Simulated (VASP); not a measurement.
Input:

```
ZrS3
1.0
    5.26341     0.00000     0.00000
    0.00000     3.71151     0.00000
   -1.20770     0.00000     9.27040
Zr S
2 6
Direct
  0.28476   0.75000   0.65179
  0.71524   0.25000   0.34821
  0.87426   0.75000   0.17591
  0.12574   0.25000   0.82409
  0.23786   0.25000   0.44721
  0.76214   0.75000   0.55279
  0.52338   0.25000   0.82381
  0.47662   0.75000   0.17619
```

Level of theory: LDA (Ceperley-Alder, Perdew-Zunger), VASP's LDA PAW potentials (set 64) (plane waves; VASP). Numerical set-up: 300 eV cut-off, 4×5×2 Γ-centred mesh, Gaussian smearing of 0.010 eV, potentials Zr_sv S.

At this cut-off the stress carries a Pulay error, which pulls relaxed volumes low. Energy and stress use the plane-wave basis of the starting cell.

Problem. The ions, cell shape and volume are relaxed. Predict the relaxed structure.

Solution. 
```
ZrS3
1.0
    5.02102     0.00000     0.01557
    0.00000     3.57970     0.00000
   -1.12509     0.00000     8.69517
Zr S
2 6
Direct
  0.28443   0.75000   0.65728
  0.71557   0.25000   0.34272
  0.87849   0.75000   0.16326
  0.12151   0.25000   0.83674
  0.23731   0.25000   0.44355
  0.76269   0.75000   0.55645
  0.53193   0.25000   0.83247
  0.46807   0.75000   0.16753
```
Space group P2_1/m (11), at a tolerance of 0.03 Å.

Problem. How do energy and volume change from the first to the last step?

Solution. The energy (σ→0) changes by -72.0 meV/atom and the volume by -13.7 %, in 34 ionic steps.

| step | E(σ→0) (eV) | max force (eV/Å) | pressure (GPa) | volume (Å³) |
|---|---|---|---|---|
| 1 | -56.6093 | 0.796 | -8.51 | 181.10 |
| 2 | -56.3274 | 3.710 | 13.21 | 151.37 |
| 3 | -57.0520 | 0.928 | -0.87 | 167.07 |
| 4 | -57.1160 | 0.444 | -0.06 | 162.28 |
| 5 | -57.1219 | 0.386 | -0.29 | 163.38 |
| 6 | -57.1506 | 0.135 | 0.09 | 161.46 |
| 7 | -57.1532 | 0.165 | 0.30 | 160.66 |
| 8 | -57.1564 | 0.123 | -0.42 | 161.17 |
| 9 | -57.1564 | 0.118 | -0.40 | 161.14 |
| 10 | -57.1596 | 0.106 | -0.30 | 160.79 |
| 11 | -57.1635 | 0.228 | 0.01 | 159.76 |
| 12 | -57.1658 | 0.224 | 0.00 | 159.53 |
| 13 | -57.1717 | 0.213 | -0.01 | 158.85 |
| 14 | -57.1786 | 0.193 | -0.03 | 157.47 |
| 15 | -57.1792 | 0.184 | -0.02 | 156.82 |
| 16 | -57.1827 | 0.069 | 0.11 | 156.33 |
| 17 | -57.1827 | 0.054 | 0.12 | 156.27 |
| 18 | -57.1833 | 0.045 | -0.08 | 156.46 |
| 19 | -57.1833 | 0.062 | -0.15 | 156.53 |
| 20 | -57.1838 | 0.050 | -0.10 | 156.46 |
| 21 | -57.1843 | 0.043 | 0.05 | 156.28 |
| 22 | -57.1845 | 0.033 | 0.01 | 156.32 |
| 23 | -57.1846 | 0.030 | -0.03 | 156.35 |
| 24 | -57.1848 | 0.021 | 0.04 | 156.31 |
| 25 | -57.1848 | 0.030 | 0.06 | 156.30 |

The structure comes from a computed database's ZrS3 entry; how it stands against other phases isn't given here. This run relaxes it. Symmetry was kept, so distortions that lower it aren't found. The run is one of a series of settings (EDIFFG = -0.01, IBRION = 2, ISIF = 3, NSW = 50 against the base run), some of them coarse on purpose.
